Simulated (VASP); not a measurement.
Data:

```xyz
1
Lattice="0.0000 1.9095 1.9095 1.9095 0.0000 1.9095 1.9095 1.9095 0.0000" Properties=species:S:1:pos:R:3 pbc="T T T"
Ir     0.0000     0.0000     0.0000
```

All values below come from LDA (Ceperley-Alder, Perdew-Zunger), VASP's LDA PAW potentials (set 64) (plane waves; VASP). Numerical set-up: 530 eV cut-off, 15×15×15 Γ-centred mesh, first-order Methfessel-Paxton smearing of 0.10 eV, potentials Ir.

Finite-difference elastic constants of metals are sensitive to mesh and smearing; shear constants can be off by tens of GPa.

Task: Give the elastic stiffness tensor with the ions relaxed (GPa, in the frame of the cell).

Result: 
```
     xx   yy   zz   yz   xz   xy
--  ---  ---  ---  ---  ---  ---
xx  676  270  270  0.0  0.0  0.0
yy  270  676  270  0.0  0.0  0.0
zz  270  270  676  0.0  0.0  0.0
yz  0.0  0.0  0.0  277  0.0  0.0
xz  0.0  0.0  0.0  0.0  277  0.0
xy  0.0  0.0  0.0  0.0  0.0  277
```

Task: What does the run give for the Hill bulk modulus, Hill shear modulus, Young's modulus, Poisson's ratio?

Result: 
| Item | Value |
|---|---|
| Hill bulk modulus | 405 GPa |
| Hill shear modulus | 245 GPa |
| Young's modulus | 611 GPa |
| Poisson's ratio | 0.249 |

The structure comes from a computed database's Ir entry (Fm-3m); how it stands against other phases isn't given here. It was relaxed first.
